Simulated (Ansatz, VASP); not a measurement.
# TiIn2: VASP beside Ansatz

One calculation is typed for both programs; each brings its own data sets. How far apart do they land? The cell is generated by rule, not measured, and may not be a known phase. Of the first pair: The two relaxations start from unlike cells of this crystal (the structure described is Ansatz's start), so only their ends are compared.

Main program and level: Ansatz 0.2.0; plane waves, with VASP 6.6.1 beside it; relaxation of cell and atoms at PBEsol.

**1. Set-up**

The structure is hexagonal, space group P6/mmm (No. 191). The conventional cell has a = 3.499 Å, b = 3.499 Å, c = 3.878 Å, α = 90.00°, β = 90.00°, γ = 120.00°. Nearest to Ti lie 12 In at 2.80 Å. Nearest to In lie 3 In at 2.02 Å and 6 Ti at 2.80 Å. Farther neighbours are not listed.

**2. Ansatz: relaxation of cell and atoms, PBEsol, pair 1**

Ansatz runs on its default PAW (the set named soft_2) files.

The relaxed volume is the usual yardstick between codes: in a stiff, nearly cubic crystal its relative difference is about their pressure difference at one cell divided by the bulk modulus.

The input, input.yaml:

```yaml
crystal:
  lattice:
    - [3.49906, 0.0, 0.0]
    - [-1.74953, 3.03027, 0.0]
    - [0.0, 0.0, 3.87794]
  atoms:
    - { symbol: Ti, position: [0.0, 0.0, 0.0] }
    - { symbol: In, position: [0.3333333333, 0.6666666667, 0.5] }
    - { symbol: In, position: [0.6666666667, 0.3333333333, 0.5] }
kpoints:
  mp_grid: { grid: [6, 6, 6] }
hamiltonian:
  xc: pbesol
scf:
  occupations: { method: gaussian, width: 0.1 }
output:
  forces: true
  stress: true
  eigenvalues: true
relax:
  adjacent_minimum: "off"
  f_tol: 0.05
  max_steps: 80
  cell: { stress_tol: 0.5 }
```

Started as:

```bash
ansatz run input.yaml --threads 8 --pin off --max-ram 14336MiB --backend cpu --events-out ev --progress --plain --runs-dir out
```

Numbers of over 12 decimals in the logs are rounded to 6 here.

Log:

```text
The last accepted step is kept in <dir> (removed where the run ends without a failure and the disk answers)
Engine: ansatz 0.2.0, aarch64-unknown-linux-gnu
Pseudopotentials: kind: paw
Pseudopotential: Ti, paw, valence charge 12, recommended cutoff 420 eV (normal), Ti.paw.azcp
Pseudopotential: In, paw, valence charge 13, recommended cutoff 420 eV (normal), In.paw.azcp
Functional definition: PBEsol
  exchange = pbesol_x
  correlation = pbesol_c
Crystal: 3 atoms, lattice volume = 41.118 Å³
Basis set: ecut = 420 eV, 799 PW (Γ), exchange–correlation on 48×48×54 points (8 copies of the dense FFT grid, shifted against one another)
Bands: 23, of which v1, the nominal top of the filled ones, is band 19 counted from 1 (18 counted from 0)
Symmetry: 24 space group operations
Space group: P6/mmm (ITA 191), of the structure as read, at distance tolerance 3.5e-5 Å
k-points: 28 of 216
Non-local potential: Ti, projectors of the file, l = 0: 3, l = 1: 2, l = 2: 3, l = 3: 1
Non-local potential: In, projectors of the file, l = 0: 2, l = 1: 2, l = 2: 2, l = 3: 2
PAW form: soft (Blöchl's): semilocal exchange-correlation on the pseudo side does not see the compensation charge
PAW frozen core: Ti, regenerated for the run's functional, and the local potential with it (the file was generated under x = pbe(κ = 0.804, μ = 0.219515), c = pbe(β = 0.066725))
PAW frozen core: In, regenerated for the run's functional, and the local potential with it (the file was generated under x = pbe(κ = 0.804, μ = 0.219515), c = pbe(β = 0.066725))
PAW one-centre angular grid: Ti, 590 points (default); XC on 64 Gauss nodes
PAW one-centre angular grid: In, 590 points (default); XC on 64 Gauss nodes
Initial density: superposition of atomic densities (neutral atoms: chi_scale 0, normalization atom), corrected by the library's trained network
Initial wavefunctions: pseudopotential atomic-orbital guess
Functional: x = pbesol(κ = 0.804, μ = 0.123457), c = pbesol(β = 0.046)
SCF iter   1: F=—  HF=-13511.229171 eV  |F-HF|=—  |Δ(HF+E_count)|=         —  Δρ=1.34e-2  dr2=9.56e-2  ethr=1.77e-3  ⟨swp⟩=6.6  Hψ=3407  notcnv=0
preconditioner: auto → Resta (q_TF=auto, 2.693 Å⁻¹)  ε∞=4.4  [insulator: Δε(μ)=0.149 eV  Ē_g=18.769 eV  σ=0.100 eV  W_gap=0.64  n_scr=20 (ndim 8)  ℏωp=34.7 eV  f_vac=0.000  D(μ)=1.75/eV (n_scr^D=20)  ε∞_Penn≈4.4]
SCF iter   2: F=—  HF=-13511.210278 eV  |F-HF|=—  |Δ(HF+E_count)|=   1.89e-2  Δρ=5.95e-3  dr2=2.09e-2  ethr=2.52e-4  ⟨swp⟩=2.0  Hψ=974  notcnv=0
SCF iter   3: F=—  HF=-13511.205042 eV  |F-HF|=—  |Δ(HF+E_count)|=   5.24e-3  Δρ=1.04e-3  dr2=5.42e-4  ethr=5.51e-5  ⟨swp⟩=2.0  Hψ=773  notcnv=0
SCF iter   4: F=—  HF=-13511.204893 eV  |F-HF|=—  |Δ(HF+E_count)|=   1.49e-4  Δρ=1.72e-4  dr2=8.78e-6  ethr=1.43e-6  ⟨swp⟩=2.2  Hψ=862  notcnv=0
SCF iter   5: F=—  HF=-13511.204871 eV  |F-HF|=—  |Δ(HF+E_count)|=   2.26e-5  Δρ=3.27e-5  dr2=3.27e-7  ethr=2.31e-8  ⟨swp⟩=2.0  Hψ=1025  notcnv=0
SCF iter   6: F=-13511.204871 eV  HF=-13511.204871 eV  |F-HF|=2.67e-9  |Δ(HF+E_count)|=   3.14e-9  Δρ=7.96e-6  dr2=1.48e-8  ethr=2.63e-10  ⟨swp⟩=8.5  Hψ=3334  notcnv=0
SCF 1 converged in 6 iterations: F = -13511.204871 eV  dr2 = 1.48e-8
  greatest PAW one-centre occupation: 0.999 electrons in one spin orbital (limit 2), on the Ti atom at site 0 (counted from 0), in its partial waves of l = 0
relax step   1: F+E_penalty+E_count = -13511.20487068 eV  Δ(F+E_penalty+E_count) = +0.000e0 eV  max|allowed force component| = 2.837e-16 eV/Å  Δτ_max = 0.0000 Å  P = +170.886 GPa  Ω = 41.118 Å³  (6 SCF iters, dr2 threshold 1.00e-7 eV, accepted)
[...]
relax step  14: F+E_penalty+E_count = -13524.61857214 eV  Δ(F+E_penalty+E_count) = -2.765e-2 eV  max|allowed force component| = 1.388e-17 eV/Å  Δτ_max = 0.0000 Å  P = +0.651 GPa  Ω = 60.147 Å³  energy of the carried Pulay correction = -2.199e-3 eV  (6 SCF iters, dr2 threshold 3.00e-7 eV, accepted)
[...]
relax step  15: F+E_penalty+E_count = -13524.61955935 eV  Δ(F+E_penalty+E_count) = -9.872e-4 eV  max|allowed force component| = 1.388e-17 eV/Å  Δτ_max = 0.0000 Å  P = +0.069 GPa  Ω = 60.546 Å³  energy of the carried Pulay correction = -2.420e-3 eV  (6 SCF iters, dr2 threshold 3.00e-7 eV, accepted)
[...]
relax step  16: F+E_penalty+E_count = -13524.62306126 eV  Δ(F+E_penalty+E_count) = -3.502e-3 eV  max|allowed force component| = 1.619e-17 eV/Å  Δτ_max = 0.0000 Å  P = +0.119 GPa  Ω = 60.546 Å³  stress off target by 1.21e-1 GPa  SCF on the basis re-selected at this cell (its energy is not comparable with the rows above)  (6 SCF iters)
basis re-selected at this cell: Δ(F+E_penalty+E_count) = -3.502e-3 eV, ΔP = +0.050 GPa vs the last step (what re-selecting the basis moved, of the pressure what is left beyond the Pulay correction that the steps carried, after the strain that the cell walked since its last selection, with what the two solves' SCF thresholds leave and, on support functions, any second-order correction that the steps lacked; it is no measure of the basis error at this ecutwfc). The dense FFT grid was sized anew with the basis: this SCF ran on 36×36×20 points, the steps before it on 30×30×24, so part of this shift can come from that change (see relax.cell in the input reference). [rest of the remark cut]
SCF converged after 6 iterations
Free energy (F): -13524.623061 eV
Harris-Foulkes:  -13524.623061 eV  (|F-HF|=1.09e-11)
Internal energy: -13524.600207 eV  (E = F + TS)
E sigma→0 (E₀):  -13524.611634 eV
Entropy (-TS):   -0.022854 eV (-7.618 meV/atom)
Fermi energy:    13.158331 eV
--- Per-component energies (eV) ---
  E_band       = -140.534672
  E_kinetic    = 760.946472
  E_local      = -2742.879058  (includes V_loc(G=0)·N_el)
  E_nonlocal   = 746.283189
  E_hartree    = 1097.208545
  E_xc         = -525.421427
  E_vxc        = -323.665358  (∫ρ·V_xc dr)
  E_paw        = -9190.200031  (= ΣΔE_a)
  E_vpaw       = -775.637208  (= ΣTr[D̂ρ^β])
  E_aug_tail   = 0.000169  (compensation charges beyond the density's cutoff)
  E_ewald      = -3671.149253
  E_core_change = 0.611189  (= ΣΔE_core)
  E_smearing   = -0.022854  (= −TS)
  E_closure    = 0.000000  (closes the sum)
  Σ components = -13524.623061   (vs F -13524.623061, Δ=0.00e0)
--- Forces (eV/Å), atoms counted from 1 ---
  atom   1  Ti     0.00000000     0.00000000     0.00000000
  atom   2  In     0.00000000     0.00000000    -0.00000000
  atom   3  In    -0.00000000    -0.00000000     0.00000000
  max |Σ_I F_I| component: 2.31e-18 eV/Å
--- Stress (GPa, compression-positive) ---
        0.120997      -0.000000      -0.000000
       -0.000000       0.120997       0.000000
       -0.000000       0.000000       0.114793
  P = ⅓ Tr σ = 0.1189 GPa (1.189 kbar)
--- Band table (eV; the first three rows and the last of 28) ---
  k-point 0: bands = [... 15 lower, 10.4667, 10.4667, 11.3935, 12.1346, 14.0638, 14.0638, 14.8446, 14.8446]
  k-point 1: bands = [... 15 lower, 10.9770, 10.9770, 11.7917, 12.5614, 13.3445, 13.3445, 15.8433, 15.8433]
  k-point 2: bands = [... 15 lower, 11.2127, 12.3187, 12.3187, 12.6162, 12.6162, 13.0745, 15.3460, 15.6921]
  k-point 27: bands = [... 15 lower, 8.8231, 10.6912, 10.6912, 11.4358, 13.7034, 14.4175, 14.4175, 14.5247]
--- Relaxed structure (14 steps of the walk, 14 accepted, 2 SCFs on fresh bases) ---
  F+E_penalty+E_count = -13524.62306126 eV   max|allowed force component| = 1.619e-17 eV/Å   (the final SCF, on the basis selected at the relaxed cell)
  cell:  # Å, volume = 60.5462 Å³
    - [4.849285, 0, 0]
    - [-2.424642, 4.199604, 0]
    - [0, 0, 2.973042]
  atoms:
    - { symbol: Ti, position: [0, 0, 0] }
    - { symbol: In, position: [0.333333, 0.666667, 0.5] }
    - { symbol: In, position: [0.666667, 0.333333, 0.5] }
```

**3. VASP: relaxation of cell and atoms, PBEsol, pair 1**

Its own start cell and the same functional, mesh and smearing now go to VASP, with its own data sets.

Lines of VASP's logs that name or quote its potential files are left out, and so is its time.

The input, INCAR:

```
SYSTEM = TiIn2
PREC = Accurate
ENCUT = 500
EDIFF = 1E-07
NELM = 120
ISMEAR = 0
SIGMA = 0.1
LREAL = .FALSE.
ALGO = Normal
GGA = PS
NBANDS = 25
LASPH = .TRUE.
LORBIT = 11
LWAVE = .FALSE.
LCHARG = .FALSE.
ISIF = 3
IBRION = 2
NSW = 80
EDIFFG = -0.005
GGA_COMPAT = .FALSE.
NELMIN = 4
KPAR = 2
```

The input, POSCAR:

```
TiIn2
1.0
    4.8387482833     -0.0000002628      0.0000000000
   -2.4193750607      4.1904784910      0.0000000000
    0.0000000000      0.0000000000      2.9796169627
Ti In
1 2
Direct
    0.0000000000      0.0000000000      0.0000000000
    0.3333335386      0.6666668867      0.5000000000
    0.6666669122      0.3333334433      0.5000000000
```

The input, KPOINTS:

```
Automatic mesh
0
Gamma
6 6 6
0 0 0
```

The projector-augmented-wave data sets are Ti_sv and In_d (PBE family, release 64).

Started as:

```bash
mpirun -np 2 vasp_std
```

Log:

```text
[banner, memory and clock lines left out]
running    2 mpi-ranks, on    1 nodes
 distrk:  each k-point on    1 cores,    2 groups
 distr:  one band on    1 cores,    1 groups

 POSCAR found type information on POSCAR TiIn
 POSCAR found :  2 types and       3 ions
|                                                                             |
|               ----> ADVICE to this user running VASP <----                  |
|                                                                             |
|     You enforced a specific xc type in the INCAR file but a different       |
|     [... a line on the potential file left out ...]
|     I HOPE YOU KNOW WHAT YOU ARE DOING!                                     |
|                                                                             |

 LDA part: xc-table for (Slater+PW92), standard interpolation
 POSCAR, INCAR and KPOINTS ok, starting setup
 FFT: planning ... GRIDC
 FFT: planning ... GRID_SOFT
 FFT: planning ... GRID
 WAVECAR not read
 entering main loop
       N       E                     dE             d eps       ncg     rms          rms(c)
DAV:   1     0.355068536893E+03    0.35507E+03   -0.18728E+04  1400   0.211E+03
DAV:   2     0.145133518356E+02   -0.34056E+03   -0.33642E+03  1401   0.472E+02
DAV:   3    -0.150017363293E+02   -0.29515E+02   -0.29240E+02  2080   0.160E+02
DAV:   4    -0.161540672589E+02   -0.11523E+01   -0.11471E+01  2014   0.290E+01
DAV:   5    -0.161858669640E+02   -0.31800E-01   -0.31789E-01  2077   0.412E+00    0.111E+01
DAV:   6    -0.151529976705E+02    0.10329E+01   -0.25298E+01  1795   0.251E+01    0.706E+00
DAV:   7    -0.143097331928E+02    0.84326E+00   -0.95574E+00  1636   0.170E+01    0.336E+00
DAV:   8    -0.142264148260E+02    0.83318E-01   -0.10105E+00  1543   0.682E+00    0.115E+00
DAV:   9    -0.142134910727E+02    0.12924E-01   -0.17083E-01  1630   0.295E+00    0.454E-01
DAV:  10    -0.142123905833E+02    0.11005E-02   -0.77714E-03  2178   0.694E-01    0.259E-01
DAV:  11    -0.142122741357E+02    0.11645E-03   -0.23620E-03  2057   0.324E-01    0.534E-02
DAV:  12    -0.142122541238E+02    0.20012E-04   -0.13359E-04  1931   0.732E-02    0.175E-02
DAV:  13    -0.142122490115E+02    0.51123E-05   -0.39238E-05  1899   0.284E-02    0.805E-03
DAV:  14    -0.142122479257E+02    0.10859E-05   -0.63716E-06  1611   0.158E-02    0.302E-03
DAV:  15    -0.142122480050E+02   -0.79379E-07   -0.26290E-07  1219   0.312E-03
   1 F= -.14212248E+02 E0= -.14200825E+02  d E =-.142122E+02
[...]
2 F= -.14212694E+02 E0= -.14201244E+02  d E =-.445926E-03
[...]
3 F= -.14212728E+02 E0= -.14201284E+02  d E =-.480022E-03
 curvature:  -0.40 expect dE=-0.496E-04 dE for cont linesearch -0.712E-08
 trial: gam= 0.09755 g(F)=  0.546E-41 g(S)=  0.125E-03 ort = 0.471E-05 (trialstep = 0.957E+00)
 search vector abs. value=  0.138E-03
 bond charge predicted
       N       E                     dE             d eps       ncg     rms          rms(c)
DAV:   1    -0.142137778298E+02   -0.10499E-02   -0.29226E-02  1595   0.193E+00    0.210E-01
DAV:   2    -0.142130810459E+02    0.69678E-03   -0.48142E-03  1561   0.636E-01    0.991E-02
DAV:   3    -0.142128952507E+02    0.18580E-03   -0.20692E-03  1695   0.298E-01    0.676E-02
DAV:   4    -0.142127883314E+02    0.10692E-03   -0.42176E-04  1896   0.164E-01    0.191E-02
DAV:   5    -0.142127859742E+02    0.23573E-05   -0.49870E-05  2120   0.506E-02    0.138E-02
DAV:   6    -0.142127871454E+02   -0.11712E-05   -0.42350E-06  1801   0.151E-02    0.681E-03
DAV:   7    -0.142127878291E+02   -0.68372E-06   -0.92032E-07  1875   0.809E-03    0.601E-04
DAV:   8    -0.142127877819E+02    0.47217E-07   -0.70055E-08   899   0.282E-03
   4 F= -.14212788E+02 E0= -.14201344E+02  d E =-.597553E-04
 trial-energy change:   -0.000060  1 .order   -0.000059   -0.000120    0.000003
 step:   0.9365(harm=  0.9354)  dis= 0.00000  next Energy=   -14.212788 (dE=-0.598E-04)
 reached required accuracy - stopping structural energy minimisation
```

Parts of OUTCAR (step 3):

```text
ion  position               nearest neighbor table
   1  0.000  0.000  0.000-   2 3.17   2 3.17   3 3.17   3 3.17   3 3.17   3 3.17   2 3.17   2 3.17
                             2 3.17   2 3.17   3 3.17   3 3.17
   2  0.333  0.667  0.500-   3 2.79   3 2.79   3 2.79   1 3.17   1 3.17   1 3.17   1 3.17   1 3.17
                             1 3.17
   3  0.667  0.333  0.500-   2 2.79   2 2.79   2 2.79   1 3.17   1 3.17   1 3.17   1 3.17   1 3.17
                             1 3.17

  LATTYP: Found a hexagonal cell.
 ALAT       =     4.8387482833
 C/A-ratio  =     0.6157825926

 Subroutine GETGRP returns: Found 24 space group operations
 (whereof 24 operations were pure point group operations)

The static configuration has the point symmetry D_6h.

 Found     28 irreducible k-points:

   k-points           NKPTS =     28   k-points in BZ     NKDIM =     28   number of bands    NBANDS=     25

   dimension x,y,z NGX =    36 NGY =   36 NGZ =   24
   dimension x,y,z NGXF=    72 NGYF=   72 NGZF=   48

   ENCUT  =  500.0 eV  36.75 Ry    6.06 a.u.   8.82  8.82  5.43*2*pi/ulx,y,z

   NELECT =      38.0000    total number of electrons

 k-points in reciprocal lattice and weights: Automatic mesh
   0.00000000  0.00000000  0.00000000       0.005
   0.16666667 -0.00000000  0.00000000       0.028
   0.33333333  0.00000000  0.00000000       0.028
   0.50000000 -0.00000000  0.00000000       0.014
   0.16666667  0.16666667  0.00000000       0.028
   0.33333333  0.16666667  0.00000000       0.056
   0.33333333  0.33333333  0.00000000       0.009
   0.00000000  0.00000000  0.16666667       0.009
   0.16666667 -0.00000000  0.16666667       0.056
[...]
0.33333333  0.16666667  0.50000000       0.056
   0.33333333  0.33333333  0.50000000       0.009

 average (electrostatic) potential at core
       1 -71.6602       2 -91.7733       3 -91.7733

 E-fermi :   9.3618

 k-point     1 :       0.0000    0.0000    0.0000
  band No.  band energies     occupation
    ...
     15      -0.8774      2.00000
     16       6.6782      2.00000
     17       6.6782      2.00000
     18       7.5937      2.00000
     19       8.3447      2.00000
     20      10.2701      0.00000
     21      10.2701      0.00000
     22      11.0402      0.00000
     23      11.0402      0.00000
     24      12.4078      0.00000
    ...

 k-point     2 :       0.1667   -0.0000    0.0000
  band No.  band energies     occupation
    ...
     15      -0.6199      2.00000
     16       5.0725      2.00000
     17       6.5787      2.00000
     18       8.0513      2.00000
     19       9.1500      1.99726
     20       9.7501      0.00000
     21       9.9149      0.00000
     22      10.9887      0.00000
     23      11.0413      0.00000
     24      12.9432      0.00000
    ...

 k-point     3 :       0.3333    0.0000    0.0000
  band No.  band energies     occupation
    ...
     15       0.1345      2.00000
     16       3.2242      2.00000
     17       6.3823      2.00000
     18       7.4003      2.00000
     19       9.1884      1.98581
     20       9.5128      0.03276
     21      10.9027      0.00000
     22      11.0435      0.00000
     23      11.0521      0.00000
     24      13.9459      0.00000
    ...

  Total        0.0006970      0.0006970      0.0023173     -0.0000000     -0.0000000      0.0000000
  in kB        0.0184102      0.0184102      0.0612112     -0.0000000     -0.0000000      0.0000000
  external PRESSURE =       0.0326772 kB  Pullay stress =       0.0000000 kB

  energy-cutoff  :      500.00
  volume of cell :       60.65
      direct lattice vectors                 reciprocal lattice vectors
     4.851989466 -0.000000267  0.000000000     0.206101031  0.118992544 -0.000000000
    -2.425995658  4.201945689  0.000000000     0.000000013  0.237984997 -0.000000000
     0.000000000  0.000000000  2.975022498    -0.000000000 -0.000000000  0.336131912

 POSITION                                       TOTAL-FORCE (eV/Angst)
 -----------------------------------------------------------------------------------
     -2.42600      4.20195      0.00000         0.000000      0.000000     -0.000000
     -0.00000      2.80130      1.48751         0.000000      0.000000     -0.000000
      2.42600      1.40065      1.48751        -0.000000     -0.000000      0.000000
 -----------------------------------------------------------------------------------
    total drift:                               -0.000411     -0.000411     -0.000000

  FREE ENERGIE OF THE ION-ELECTRON SYSTEM (eV)
  ---------------------------------------------------
  free  energy   TOTEN  =       -14.2127877819 eV

  energy  without entropy=      -14.1899006810  energy(sigma->0) =      -14.20134423

 reached required accuracy - stopping structural energy minimisation

 total charge
# of ion       s       p       d       tot
------------------------------------------
    1        2.157   6.057   1.912  10.125
    2        0.873   0.836   9.868  11.577
    3        0.873   0.836   9.868  11.577
--------------------------------------------------
tot          3.903   7.728  21.648  33.279

[... 3 further parts left out ...]
```

CONTCAR:

```
TiIn2
   1.00000000000000
     4.8519894663974901   -0.0000002671429659    0.0000000000000000
    -2.4259956579020328    4.2019456893787668    0.0000000000000000
     0.0000000000000000    0.0000000000000000    2.9750224980381259
  Ti              In
     1     2
Direct
     0.0000000000000000    1.0000000000000000    0.0000000000000000
     0.3333335386000016    0.6666668866999998    0.5000000000000000
     0.6666669122000002    0.3333334432999990    0.5000000000000000
```

**4. Side by side**

Known differences besides the potentials themselves: the cutoff is 420 eV in Ansatz and 500 eV in VASP; Ansatz makes its cores anew for this functional, VASP keeps those of its PBE data sets; Ansatz adds a Pulay correction to the stress that steers its cell, VASP none. Total energies have different zeros and are not compared.

The two programs side by side:

```
                                         quantity  Ansatz   VASP  difference
                                      volume (Å³)   60.55  60.65     -0.18 %
edge a after relaxation, in the typed setting (Å)   4.849  4.852     -0.06 %
edge c after relaxation, in the typed setting (Å)   2.973  2.975     -0.07 %
```

(Continued in part 2 of 2.)

[Lines on the potential files, build, host, timing and source positions are cut from VASP's logs without a mark.]

[Logs are printed without paths, hosts, clocks, repeated set-up lines and the standing remarks that a program may print on its own settings, such as how far it seeks lower states.]

[Hosts, paths, dates, database ids (printed as entryN), source tags and the programs' standing remarks are cut or masked in the printed files.]
